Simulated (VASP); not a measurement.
```
CELL_PARAMETERS angstrom
      4.01852     0.00000     0.00000
      0.00000     4.01852     0.00000
      0.00000     0.00000     4.01852
ATOMIC_POSITIONS crystal
  K  0.00000 0.00000 0.00000
  Ta 0.50000 0.50000 0.50000
  O  0.50000 0.00000 0.50000
  O  0.00000 0.50000 0.50000
  O  0.50000 0.50000 0.00000
```

Level of theory: RPBE GGA, VASP's PBE PAW potentials (set 64) (plane waves; VASP 6.6.1). Numerical set-up: 520 eV cut-off, 6×6×6 Γ-centred mesh, Gaussian smearing of 0.050 eV, potentials K_sv Ta_pv O.

Problem. Give the stress tensor in GPa (positive for a compressed cell).

Solution. 
```
5.62  0.00  0.00
0.00  5.62  0.00
0.00  0.00  5.62
```
The pressure is its mean diagonal, 5.62 GPa.

The compound is KTaO3 in the cubic perovskite structure. This cell is one point of a volume scan, at 0.97 of the reference volume.
